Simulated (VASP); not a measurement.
# Al2O3 (Corundum): NMR shieldings, part 5 of 5

What are the shielding tensors of Al2O3 (Corundum)? The cell has space group R-3c. The start is a cell from a database of measured crystal structures.

VASP 6.6.1, plane waves and PAW; the level of theory is named at each step.

So far. Step 2 (Ground state): The cell has a gap of 6.21 eV on this mesh and a pressure of +7.2 GPa, which holds the misfit of the given cell and coordinates with this functional, and any error of cutoff, mesh and data sets.

### Step 4. Another functional (continued)

Level of this step: chemical shifts by linear response (GIPAW), LDA; plane waves and PAW (Al, O) (VASP).

OUTCAR, selected parts (step 4):

```text
 Found     19 irreducible k-points:

   NELECT =      48.0000    total number of electrons

  Total       -1.9616451     -1.9616451     -2.2280328      0.0000000      0.0000000      0.0000000
  in kB      -36.9675070    -36.9675070    -41.9876260      0.0000000      0.0000000      0.0000000
  external PRESSURE =     -38.6408800 kB  Pullay stress =       0.0000000 kB

 POSITION                                       TOTAL-FORCE (eV/Angst)
 -----------------------------------------------------------------------------------
      0.00000     -0.00000     11.07433         0.000000      0.000000     -0.057379
      0.00000     -0.00000      8.41907         0.000000     -0.000000      0.057379
      0.00000     -0.00000      1.92127         0.000000     -0.000000      0.057379
      0.00000     -0.00000      4.57653         0.000000      0.000000     -0.057379
     -1.65027     -0.10988      5.41483        -0.065240     -0.113000     -0.000000
      0.72998      1.48412      5.41483        -0.065240      0.113000     -0.000000
      0.92030     -1.37424      5.41483         0.130481      0.000000      0.000000
      1.65027      0.10988      7.58077         0.065240      0.113000     -0.000000
     -0.72998     -1.48412      7.58077         0.065240     -0.113000     -0.000000
     -0.92030      1.37424      7.58077        -0.130481      0.000000      0.000000
 -----------------------------------------------------------------------------------
    total drift:                               -0.000000      0.000000     -0.000000

 Electric field gradients after diagonalization (V/A^2)
 (convention: |V_zz| > |V_xx| > |V_yy|)
----------------------------------------------------------------------
 ion       V_xx      V_yy      V_zz     asymmetry (V_yy - V_xx)/ V_zz
----------------------------------------------------------------------
   1      -3.213    -3.213     6.426       0.000
   2      -3.213    -3.213     6.426       0.000
   3      -3.213    -3.213     6.426       0.000
   4      -3.213    -3.213     6.426       0.000
   5      26.969     9.005   -35.974       0.499
   6      26.969     9.005   -35.974       0.499
   7      26.969     9.005   -35.974       0.499
   8      26.969     9.005   -35.974       0.499
   9      26.969     9.005   -35.974       0.499
  10      26.969     9.005   -35.974       0.499
----------------------------------------------------------------------

  ORBITAL MAGNETIC SUSCEPTIBILITY, excluding core contribution
 -------------------------------------------------------------
  Approximate magnetic susceptibility, pGv (10^-6 cm^3/mole)
     1        -59.192579          0.000000          0.000000
     2          0.000000        -59.102029         -0.119177
     3          0.000000         -0.317007        -59.158363
 -------------------------------------------------------------
  Approximate magnetic susceptibility, vGv (10^-6 cm^3/mole)
     1        -57.173855          0.000000          0.000000
     2          0.000000        -57.004740         -0.514619
     3          0.000000         -0.498494        -56.574402

  BDIR labels direction of applied magnetic field (i.e. B0)
  For BDIR==1, B0 along x-axis, etc.
  Induced field listed along cartesian directions for each BDIR
 ------------------------------------------------------------------------------------------
                 EXCLUDING G=0 CONTRIBUTION              INCLUDING G=0 CONTRIBUTION
 ------------------------------------------------------------------------------------------
  ion  BDIR            X           Y           Z                X           Y           Z
          (   iso_shield        span        skew ) (   iso_shield        span        skew )
 ------------------------------------------------------------------------------------------
    1     1     530.7127      2.1503      0.0006         542.4227      2.1503      0.0006
          2      -2.1514    530.7122      0.0004          -2.1514    542.4074      0.0199
          3       0.0006     -0.0001    518.3457           0.0006      0.0518    530.0501
          (     526.5902     12.3673     -0.9998 ) (     538.2934     12.3727     -0.9975 )

    2     1     530.7127     -2.1503     -0.0006         542.4227     -2.1503     -0.0006
          2       2.1514    530.7122      0.0004           2.1514    542.4074      0.0199
          3      -0.0006     -0.0001    518.3457          -0.0006      0.0518    530.0501
          (     526.5902     12.3673     -0.9998 ) (     538.2934     12.3727     -0.9975 )

    3     1     530.7127      2.1503      0.0006         542.4227      2.1503      0.0006
          2      -2.1514    530.7122      0.0004          -2.1514    542.4074      0.0199
          3       0.0006     -0.0001    518.3457           0.0006      0.0518    530.0501
          (     526.5902     12.3673     -0.9998 ) (     538.2934     12.3727     -0.9975 )

    4     1     530.7127     -2.1503     -0.0006         542.4227     -2.1503     -0.0006
          2       2.1514    530.7122      0.0004           2.1514    542.4074      0.0199
          3      -0.0006     -0.0001    518.3457          -0.0006      0.0518    530.0501
          (     526.5902     12.3673     -0.9998 ) (     538.2934     12.3727     -0.9975 )

    5     1     152.4337      2.5106     -1.7347         164.1437      2.5106     -1.7347
          2       2.5087    155.3298      1.0016           2.5087    167.0250      1.0211
          3      -0.8209      0.4736    154.1983          -0.8209      0.5255    165.9028
          (     153.9873      6.3695     -0.3700 ) (     165.6905      6.3749     -0.3759 )

    6     1     152.4337     -2.5106      1.7347         164.1437     -2.5106      1.7347
          2      -2.5087    155.3298      1.0016          -2.5087    167.0250      1.0211
          3       0.8209      0.4736    154.1983           0.8209      0.5255    165.9028
          (     153.9873      6.3695     -0.3700 ) (     165.6905      6.3749     -0.3759 )

    7     1     156.7790      0.0000      0.0000         168.4890      0.0000      0.0000
          2       0.0000    150.9830     -2.0005           0.0000    162.6782     -1.9810
          3       0.0000     -0.9479    154.2003           0.0000     -0.8960    165.9047
          (     153.9874      6.3693     -0.3703 ) (     165.6907      6.3590     -0.3596 )

    8     1     152.4337      2.5106     -1.7347         164.1437      2.5106     -1.7347
          2       2.5087    155.3298      1.0016           2.5087    167.0250      1.0211
          3      -0.8209      0.4736    154.1983          -0.8209      0.5255    165.9028
          (     153.9873      6.3695     -0.3700 ) (     165.6905      6.3749     -0.3759 )

    9     1     152.4337     -2.5106      1.7347         164.1437     -2.5106      1.7347
          2      -2.5087    155.3298      1.0016          -2.5087    167.0250      1.0211
          3       0.8209      0.4736    154.1983           0.8209      0.5255    165.9028
          (     153.9873      6.3695     -0.3700 ) (     165.6905      6.3749     -0.3759 )

   10     1     156.7790      0.0000      0.0000         168.4890      0.0000      0.0000
          2       0.0000    150.9830     -2.0005           0.0000    162.6782     -1.9810
          3       0.0000     -0.9479    154.2003           0.0000     -0.8960    165.9047
          (     153.9874      6.3693     -0.3703 ) (     165.6907      6.3590     -0.3596 )
 ------------------------------------------------------------------------------------------

[... 10 parts as in an earlier step ...]

[... 1 further part left out ...]
```

The atoms bear forces, and field gradients depend strongly on their positions. The PAW data sets were made with PBE, though LDA sets exist; this is a small mismatch.

This step gave:

```yaml
free_energy_toten: -83.2037 eV
fermi_energy: 5.853 eV
pressure: -3.864 GPa
gap_on_the_k_mesh: 6.181 eV
least_direct_gap_on_the_k_mesh: 6.181 eV
```

Valence and core; the G = 0 term is that of a spherical sample. NMR shielding, by row:

| atom | isotropic shielding (ppm) | span (ppm) | skew | isotropic shielding without the G = 0 term (ppm) |
| --- | --- | --- | --- | --- |
| Al1 | 538.3 | 12.37 | -0.9975 | 526.6 |
| Al2 | 538.3 | 12.37 | -0.9975 | 526.6 |
| Al3 | 538.3 | 12.37 | -0.9975 | 526.6 |
| Al4 | 538.3 | 12.37 | -0.9975 | 526.6 |
| O5 | 165.7 | 6.375 | -0.3759 | 154 |
| O6 | 165.7 | 6.375 | -0.3759 | 154 |
| O7 | 165.7 | 6.359 | -0.3596 | 154 |
| O8 | 165.7 | 6.375 | -0.3759 | 154 |
| O9 | 165.7 | 6.375 | -0.3759 | 154 |
| O10 | 165.7 | 6.359 | -0.3596 | 154 |

Ordered as |Vzz| ≥ |Vxx| ≥ |Vyy|, the program's way. Electric field gradients, by row:

| atom | Vxx (V/Å²) | Vyy (V/Å²) | Vzz (V/Å²) | asymmetry |
| --- | --- | --- | --- | --- |
| Al1 | -3.213 | -3.213 | 6.426 | 0 |
| Al2 | -3.213 | -3.213 | 6.426 | 0 |
| Al3 | -3.213 | -3.213 | 6.426 | 0 |
| Al4 | -3.213 | -3.213 | 6.426 | 0 |
| O5 | 26.97 | 9.005 | -35.97 | 0.499 |
| O6 | 26.97 | 9.005 | -35.97 | 0.499 |
| O7 | 26.97 | 9.005 | -35.97 | 0.499 |
| O8 | 26.97 | 9.005 | -35.97 | 0.499 |
| O9 | 26.97 | 9.005 | -35.97 | 0.499 |
| O10 | 26.97 | 9.005 | -35.97 | 0.499 |

Against the first shielding run the largest change is -11.3 ppm, on O5.

### Step 5. Summary

This step: chemical shifts by linear response (GIPAW), PBE, LDA; plane waves and PAW (VASP 6.6.1).

Derived from the runs above.

Isotropic shieldings. Cost is wall time times ranks on a shared host. Shieldings by setting:

| run | ENCUT (eV) | k mesh | Al1, Wyckoff letter c (ppm) | O5, Wyckoff letter e (ppm) | cost (core minutes) |
| --- | --- | --- | --- | --- | --- |
| first shielding run | 560 | 5x5x5 | 543.1 | 177 | 87.15 |
| another functional | 560 | 5x5x5 | 538.3 | 165.7 | 82.75 |

### Step 6. Results

```
Al, isotropic shielding : 543.1 ppm
O, isotropic shielding  : 177 ppm
```

**Reading.** At PBE, in the first shielding run, the isotropic shieldings are Al 543.1 ppm; O 177 ppm. In the first shielding run the widest tensor is that of Al1, with a span (largest less smallest principal value) of 12.1 ppm. The largest field gradient of that run is Vzz = -37.5 V/Å² at O5. Against the first shielding run, the one with another functional moves the shieldings by at most 11 ppm. Shifts were not obtained, since a shift is the shielding of a reference compound, computed alike, less these values. The G = 0 term is the part set by the sample's shape, taken here for a sphere. No finer mesh was run, so convergence in it isn't shown. VASP's guide advises LASPH and NLSPLINE for shieldings, which this input doesn't set; the effect wasn't tested. Where the functional isn't the one that the data sets were made with, the shieldings hold that mismatch too. The cell has space group R-3c. The given cell is kept, although it stands at +7.0 GPa at PBE and ENCUT = 560 eV, which holds the mismatch of the given cell with this functional, any error of the entry itself and any basis-set error.

[Lines on the potential files, build, host, timing and source positions are cut from VASP's logs without a mark.]

[Logs are printed without paths, hosts, clocks, repeated set-up lines and the standing remarks that a program may print on its own settings, such as how far it seeks lower states.]

[Hosts, paths, dates, database ids (printed as entryN), source tags and the programs' standing remarks are cut or masked in the printed files.]
